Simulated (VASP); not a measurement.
# AlRu: structure and properties in VASP, part 2 of 4

What structure does AlRu take at this level, and what are its properties? Left out of this account: at least 1 further run (relaxation: not told here). The start is a cell from a database of measured crystal structures.

VASP 6.6.1; AM05; plane waves and PAW (Al, Ru_pv).

Still holding for the runs below: This run has no spin polarisation. Its electron count is odd, so without a moment it is a metal by construction. The k-mesh is coarse for a metal.

So far. Step 2 (Full relaxation (AM05)): It ends with forces that vanish by symmetry and a pressure of -0.01 GPa. The volume lies -1.8 % from that of the database's start, part of which can be the thermal and zero-point expansion of its experiment. Step 3 (Second relaxation): It ends with forces that vanish by symmetry and a pressure of -0.08 GPa. The volume moved by under 0.01 %: the run met its threshold at the first step.

## 4. Density, ELF and potential (AM05)

The relaxed cell gets a fresh self-consistent run, on a basis set for its own volume, to fix the density and to check the remaining stress.

Input file INCAR:

```
SYSTEM = AlRu
PREC = Accurate
ENCUT = 400
EDIFF = 1E-06
NELM = 100
ISMEAR = 1
SIGMA = 0.2
LREAL = .FALSE.
ALGO = Normal
GGA = AM
NBANDS = 14
LASPH = .TRUE.
LORBIT = 11
LWAVE = .FALSE.
LCHARG = .TRUE.
ISIF = 2
LELF = .TRUE.
LVHAR = .TRUE.
```

Input file POSCAR:

```
AlRu
1.0
    2.9735542491      0.0000000000      0.0000000000
    0.0000000000      2.9735542491      0.0000000000
    0.0000000000      0.0000000000      2.9735542491
Al Ru
1 1
Direct
    0.0000000000      0.0000000000      0.0000000000
    0.5000000000      0.5000000000      0.5000000000
```

Input file KPOINTS:

```
Automatic mesh
0
Gamma
8 8 8
0 0 0
```

The projector-augmented-wave data sets are Al and Ru_pv (PBE family, release 64).

On the command line:

```sh
$ mpirun -np 2 vasp_std
```

The program printed:

```text
[banner, memory and clock lines left out]
running    2 mpi-ranks, on    1 nodes
 distrk:  each k-point on    2 cores,    1 groups
 distr:  one band on    1 cores,    2 groups

 POSCAR found type information on POSCAR AlRu
 POSCAR found :  2 types and       2 ions
 [... a notice as in an earlier step ...]

 LDA part: xc-table for (Slater+PW92), standard interpolation
 POSCAR, INCAR and KPOINTS ok, starting setup
 FFT: planning ... GRIDC
 FFT: planning ... GRID_SOFT
 FFT: planning ... GRID
 WAVECAR not read
 entering main loop
       N       E                     dE             d eps       ncg     rms          rms(c)
DAV:   1     0.917413604138E+02    0.91741E+02   -0.83448E+03  1052   0.913E+02
DAV:   2    -0.143837584611E+02   -0.10613E+03   -0.10105E+03  1070   0.281E+02
DAV:   3    -0.159179447819E+02   -0.15342E+01   -0.15231E+01  1190   0.356E+01
DAV:   4    -0.159296556019E+02   -0.11711E-01   -0.11709E-01  1226   0.319E+00
DAV:   5    -0.159298476456E+02   -0.19204E-03   -0.19204E-03  1262   0.349E-01    0.135E+01
DAV:   6    -0.152364237812E+02    0.69342E+00   -0.30844E+00  1004   0.201E+01    0.256E+00
DAV:   7    -0.151446340169E+02    0.91790E-01   -0.27842E-01  1052   0.606E+00    0.224E+00
DAV:   8    -0.151258982856E+02    0.18736E-01   -0.25046E-02  1178   0.121E+00    0.217E-01
DAV:   9    -0.151257169789E+02    0.18131E-03   -0.60503E-04  1234   0.157E-01    0.133E-01
DAV:  10    -0.151257026119E+02    0.14367E-04   -0.43424E-05  1226   0.784E-02    0.124E-02
DAV:  11    -0.151257013055E+02    0.13063E-05   -0.43835E-06  1202   0.249E-02    0.577E-03
DAV:  12    -0.151257008799E+02    0.42558E-06   -0.18316E-07   808   0.404E-03
   1 F= -.15125701E+02 E0= -.15123562E+02  d E =-.641594E-02
```

The job ended after 14 s (2 MPI ranks of AMD EPYC 7R43, shared host; peak memory 0.16 GiB).

OUTCAR, selected parts (step 4):

```text
The static configuration has the point symmetry O_h .

 Found     35 irreducible k-points:

   NELECT =      17.0000    total number of electrons

 E-fermi :  10.9089

  Total       -0.0137488     -0.0137488     -0.0137488      0.0000000     -0.0000000      0.0000000
  in kB       -0.8378121     -0.8378121     -0.8378121      0.0000000     -0.0000000      0.0000000
  external PRESSURE =      -0.8378121 kB  Pullay stress =       0.0000000 kB

  FREE ENERGIE OF THE ION-ELECTRON SYSTEM (eV)
  ---------------------------------------------------
  free  energy   TOTEN  =       -15.1257008799 eV

  energy  without entropy=      -15.1192849412  energy(sigma->0) =      -15.12356223

[... 17 parts as in an earlier step ...]
```

Numbers from this step:

```
SCF cycles : 12
```

Valence electrons inside each PAW sphere by angular momentum. Sphere charges, by row:

```
atom  s (e)  p (e)  d (e)  tot (e)
 Al1  0.392  0.427      0    0.819
 Ru2  0.338  6.253  6.226    12.82
```

Valence density in the ac plane at fractional y = 0.000, with atoms of Al within 0.2 Å of it. It is the smooth field of the valence electrons, not physical close to the nuclei.

Ten even steps from '_' (0.00 e/Å³) to '@' (0.29 e/Å³):
```
__..--++################++--..
::--==**##%%%%####%%%%##**==--
++++**##%%%%%%%%%%%%%%%%##**++
**####%%@@@@%%%%%%%%@@@@%%####
####%%%%@@@@@@@@@@@@@@@@%%%%##
####%%%%%%@@@@@@@@@@@@%%%%%%##
######%%%%@@@@@@@@@@@@%%%%####
######%%%%@@@@@@@@@@@@%%%%####
####%%%%%%@@@@@@@@@@@@%%%%%%##
####%%%%@@@@@@@@@@@@@@@@%%%%##
**####%%@@@@%%%%%%%%@@@@%%####
++++**##%%%%%%%%%%%%%%%%##**++
::--==**##%%%%####%%%%##**==--
__..--++################++--..
____::++**############**++::__
```
Columns run along a (3.0 Å), rows up along c (3.0 Å). Atoms in or near the plane, at fractional coordinates: Al at (0.00, 0.00).

Electrostatic potential energy in the ac plane at fractional y = 0.000, with atoms of Al within 0.2 Å of it. With pseudopotentials it is smooth inside the atoms' cores, unlike the true potential.

Values in eV, 15 rows by 15 columns:
```
-90 -90 -67 -37 -14  -5  -1   1   1  -1  -5 -14 -37 -67 -90
-74 -67 -48 -25 -10  -4  -1   1   1  -1  -4 -10 -25 -48 -67
-42 -37 -25 -12  -6  -2   0   1   1   0  -2  -6 -12 -25 -37
-17 -14 -10  -6  -3  -1   1   2   2   1  -1  -3  -6 -10 -14
 -6  -5  -4  -2  -1   1   1   2   2   1   1  -1  -2  -4  -5
 -2  -1  -1   0   1   1   1   1   1   1   1   1   0  -1  -1
  1   1   1   1   2   2   1   1   1   1   2   2   1   1   1
  1   1   1   1   2   2   1   1   1   1   2   2   1   1   1
 -2  -1  -1   0   1   1   1   1   1   1   1   1   0  -1  -1
 -6  -5  -4  -2  -1   1   1   2   2   1   1  -1  -2  -4  -5
-17 -14 -10  -6  -3  -1   1   2   2   1  -1  -3  -6 -10 -14
-42 -37 -25 -12  -6  -2   0   1   1   0  -2  -6 -12 -25 -37
-74 -67 -48 -25 -10  -4  -1   1   1  -1  -4 -10 -25 -48 -67
-90 -90 -67 -37 -14  -5  -1   1   1  -1  -5 -14 -37 -67 -90
-90 -90 -74 -42 -17  -6  -2   1   1  -2  -6 -17 -42 -74 -90
```
Columns run along a (3.0 Å; values clipped at the 3rd and 97th percentile), rows up along c (3.0 Å). Atoms in or near the plane, at fractional coordinates: Al at (0.00, 0.00).

ELF in the ac plane at fractional y = 0.000, with atoms of Al within 0.2 Å of it. It is the smooth field of the valence electrons, not physical close to the nuclei.

Ten even steps from '_' (0.00) to '@' (0.50):
```
____..--**%%%%%%%%%%%%**--..__
__..::++%%@@%%%%%%%%@@%%++::..
::--++%%@@@@%%%%%%%%@@@@%%++--
****%%@@@@@@%%####%%@@@@@@%%**
%%%%@@@@@@%%########%%@@@@@@%%
%%%%%%%%%%############%%%%%%%%
%%%%%%%%################%%%%%%
%%%%%%%%################%%%%%%
%%%%%%%%%%############%%%%%%%%
%%%%@@@@@@%%########%%@@@@@@%%
****%%@@@@@@%%####%%@@@@@@%%**
::--++%%@@@@%%%%%%%%@@@@%%++--
__..::++%%@@%%%%%%%%@@%%++::..
____..--**%%%%%%%%%%%%**--..__
______::**%%%%%%%%%%%%**::____
```
Columns run along a (3.0 Å), rows up along c (3.0 Å). Atoms in or near the plane, at fractional coordinates: Al at (0.00, 0.00).

In this run the pressure is -0.08 GPa, small enough to go on; single stress components reach 0.08 GPa.

## 5. Band structure (AM05)

Levels along the symmetry lines show where the bands peak and cross; KPOINTS_OPT computes them in the converged potential.

Input file INCAR:

```
SYSTEM = AlRu
PREC = Accurate
ENCUT = 400
EDIFF = 1E-06
NELM = 100
ISMEAR = 1
SIGMA = 0.2
LREAL = .FALSE.
ALGO = Normal
GGA = AM
NBANDS = 20
LASPH = .TRUE.
LORBIT = 11
LWAVE = .FALSE.
LCHARG = .FALSE.
KPAR = 2
```

POSCAR is that of step 4.

KPOINTS is that of step 4.

Input file KPOINTS_OPT:

```
Line mode
16
Line-mode
Reciprocal
  0.00000000   0.00000000   0.00000000 GAMMA
  0.00000000   0.50000000   0.00000000 X

  0.00000000   0.50000000   0.00000000 X
  0.50000000   0.50000000   0.00000000 M

  0.50000000   0.50000000   0.00000000 M
  0.00000000   0.00000000   0.00000000 GAMMA

  0.00000000   0.00000000   0.00000000 GAMMA
  0.50000000   0.50000000   0.50000000 R

  0.50000000   0.50000000   0.50000000 R
  0.00000000   0.50000000   0.00000000 X

  0.50000000   0.50000000   0.00000000 M
  0.50000000   0.50000000   0.50000000 R
```

On the command line:

```sh
$ mpirun -np 2 vasp_std
```

The program printed:

```text
[... set-up lines as in an earlier step ...]
 entering main loop
       N       E                     dE             d eps       ncg     rms          rms(c)
DAV:   1     0.108991719328E+03    0.10899E+03   -0.75599E+03  1480   0.634E+02
DAV:   2    -0.136337971915E+02   -0.12263E+03   -0.11576E+03  1556   0.229E+02
DAV:   3    -0.159161503696E+02   -0.22824E+01   -0.22623E+01  1792   0.323E+01
DAV:   4    -0.159297011267E+02   -0.13551E-01   -0.13547E-01  1520   0.269E+00
DAV:   5    -0.159298534424E+02   -0.15232E-03   -0.15232E-03  1660   0.278E-01    0.135E+01
DAV:   6    -0.152404620677E+02    0.68939E+00   -0.17932E+00  1496   0.141E+01    0.260E+00
DAV:   7    -0.151452105735E+02    0.95251E-01   -0.15478E-01  1480   0.417E+00    0.226E+00
DAV:   8    -0.151260686731E+02    0.19142E-01   -0.17157E-02  1500   0.902E-01    0.221E-01
DAV:   9    -0.151257179488E+02    0.35072E-03   -0.47602E-04  1612   0.177E-01    0.146E-01
DAV:  10    -0.151257025026E+02    0.15446E-04   -0.33506E-05  1504   0.491E-02    0.869E-03
DAV:  11    -0.151257012147E+02    0.12878E-05   -0.96568E-07  1376   0.766E-03    0.631E-03
DAV:  12    -0.151257009072E+02    0.30754E-06   -0.16975E-07   772   0.399E-03
   1 F= -.15125701E+02 E0= -.15123562E+02  d E =-.641541E-02
 Start KPOINTS_OPT (optional k-point list driver)
k-point batch [1-35\96]
       N       E                     dE             ncg
DAV:   1     0.753712286269E+03   -0.13837E+05     1440
DAV:   2    -0.354739456581E+04   -0.43011E+04     1580
DAV:   3    -0.362872377252E+04   -0.81329E+02     1880
DAV:   4    -0.362922234244E+04   -0.49857E+00     1504
DAV:   5    -0.362922824163E+04   -0.58992E-02     1592
DAV:   6    -0.362922833526E+04   -0.93625E-04     1696
DAV:   7    -0.362922833672E+04   -0.14635E-05     1392
DAV:   8    -0.362922833689E+04   -0.17144E-06     1184
[...]
k-point batch [71-96\96]
       N       E                     dE             ncg
DAV:   1     0.735601000768E+04   -0.16219E+05     1072
DAV:   2     0.419867022816E+04   -0.31573E+04     1188
DAV:   3     0.413993958421E+04   -0.58731E+02     1312
DAV:   4     0.413958796409E+04   -0.35162E+00     1144
DAV:   5     0.413958367424E+04   -0.42899E-02     1220
DAV:   6     0.413958360534E+04   -0.68899E-04     1244
DAV:   7     0.413958360420E+04   -0.11366E-05     1032
DAV:   8     0.413958360409E+04   -0.11028E-06      820
```

Wall time 32 s (2 MPI ranks); peak memory 0.2 GiB.

From OUTCAR (step 5):

```text
   k-points           NKPTS =     35   k-points in BZ     NKDIM =     35   number of bands    NBANDS=     20

   NELECT =      17.0000    total number of electrons

 E-fermi :  10.9088

 k-point     1 :       0.0000    0.0000    0.0000
  band No.  band energies     occupation
    ...
      2     -30.8227      2.00000
      3     -30.8227      2.00000
      4       1.0625      2.00000
      5       7.1644      2.00000
      6       7.1644      2.00000
      7      11.0765      0.00157
      8      11.0765      0.00157
      9      11.0765      0.00157
     10      17.0225      0.00000
     11      17.0225      0.00000
    ...

  Total       -0.0127395     -0.0127395     -0.0127395      0.0000000      0.0000000     -0.0000000
  in kB       -0.7763129     -0.7763129     -0.7763129      0.0000000      0.0000000     -0.0000000
  external PRESSURE =      -0.7763129 kB  Pullay stress =       0.0000000 kB

  FREE ENERGIE OF THE ION-ELECTRON SYSTEM (eV)
  ---------------------------------------------------
  free  energy   TOTEN  =       -15.1257009072 eV

  energy  without entropy=      -15.1192854975  energy(sigma->0) =      -15.12356244

[... 9 parts as in an earlier step ...]

[... 8 further parts left out ...]
```

Spin-orbit coupling is off here; it would split degenerate levels.

Numbers from this step:

| Item | Value |
| --- | --- |
| bands | 20 |
| pressure | -0.07763 GPa |

Electronic bands along the path, in eV, zero at the Fermi level; # counts the bands kept in this run, so #1 is VASP's band 4:

```
          point     #2     #3     #4     #5     #6    #7    #8     #9
              Γ  -3.74  -3.74   0.17   0.17   0.17  6.11  6.11   6.11
0.47 of the way  -3.60  -3.40  -0.80  -0.80   0.28  3.32  7.88   7.88
              X  -5.56  -2.92  -1.67  -1.67   0.43  2.31  7.33  11.05
0.47 of the way  -4.95  -2.36  -1.70  -1.48  -0.41  2.17  7.49   7.72
              M  -3.22  -1.46  -1.46  -1.23  -1.23  1.53  5.36   6.44
0.47 of the way  -3.65  -2.75  -1.79  -0.89  -0.64  3.31  5.48   9.28
              Γ  -3.74  -3.74   0.17   0.17   0.17  6.11  6.11   6.11
0.47 of the way  -3.01  -3.01  -1.45  -1.38  -1.38  5.43  5.43   6.50
              R  -4.78  -4.78   1.63   1.63   2.71  4.08  4.08   4.08
0.47 of the way  -3.94  -3.66  -1.34  -1.11   0.96  2.48  6.33   8.33
              X  -5.56  -2.92  -1.67  -1.67   0.43  2.31  7.33  11.05
      jump to M  -3.22  -1.46  -1.46  -1.23  -1.23  1.53  5.36   6.44
0.47 of the way  -3.71  -3.71  -1.68   1.57   1.65  1.65  4.89   5.25
              R  -4.78  -4.78   1.63   1.63   2.71  4.08  4.08   4.08
```

Of the projections kept (Al, Ru), the largest for each band there, as a share of the weight inside these atoms' spheres; weight between the spheres isn't counted:

```
point       #2       #3       #4       #5       #6       #7       #8       #9
    Γ  Ru 1.00  Ru 1.00  Ru 1.00  Ru 1.00  Ru 1.00  Al 0.63  Al 0.63  Al 0.63
    X  Al 0.67  Ru 1.00  Ru 0.95  Ru 0.95  Ru 1.00  Ru 0.96        -  Ru 1.00
    M  Ru 1.00  Al 0.51  Al 0.51  Ru 1.00  Ru 1.00  Ru 1.00  Ru 1.00  Ru 0.68
    Γ  Ru 1.00  Ru 1.00  Ru 1.00  Ru 1.00  Ru 1.00  Al 0.63  Al 0.63  Al 0.63
    R  Ru 0.85  Ru 0.85  Ru 1.00  Ru 1.00  Al 1.00  Ru 1.00  Ru 1.00  Ru 1.00
    X  Al 0.67  Ru 1.00  Ru 0.95  Ru 0.95  Ru 1.00  Ru 0.96        -  Ru 1.00
```

The electronic bands as a text plot (rows in eV, shown from -8.0 to 4.1 only):

```
    3.8 |                    *              * ***             ***
    3.3 |   *               *                *  **             *
    2.8 |    *                               **** *           * *
    2.3 |     *******     **                       *******   *
    1.8 |            ** **                  *     *          ****
    1.3 |              *                      ***  *      ***   *
    0.8 |                                    *  **             *
    0.3 |**********              ***       **    *  *   ** *
   -0.2 | **       *          ***   *     **      *  ***      *
   -0.7 |   *       **     *** *     **   *       ** **   *
   -1.2 |    **     ********  *       ****          *  *     *
   -1.7 |      ***************                      *   **
   -2.2 |           *     **                         ***  * *
   -2.7 |      *****        *                         **** *
   -3.2 |   ***        **    **      *****          **    * *
   -3.7 |*****        *  *  ** ******     *        *         *
   -4.2 |     *      *    **               **     * *         *
   -4.7 |      *    *                        *****   *         **
   -5.2 |          *                       **    ***  *       *
   -5.7 |       *****                     *         ******  **
   -6.2 |       *    ******                              ***
   -6.7 |      *           *             *
   -7.2 |     *             *           *
   -7.7 |                    *         *
         Γ      X      M          Γ            R        X|M     R
```

There is no gap at this level.

[end of part 2 of 4]

[Lines on the potential files, build, host, timing and source positions are cut from VASP's logs without a mark.]

[Logs are printed without paths, hosts, clocks, repeated set-up lines and the standing remarks that a program may print on its own settings, such as how far it seeks lower states.]

[Hosts, paths, dates, database ids (printed as entryN), source tags and the programs' standing remarks are cut or masked in the printed files.]

[A measured line is paired with the nearest computed mode of its activity, which favours agreement.]

[In band tables of VASP the shares of atoms and orbitals are scaled to a sum of 1 inside the atoms' spheres.]
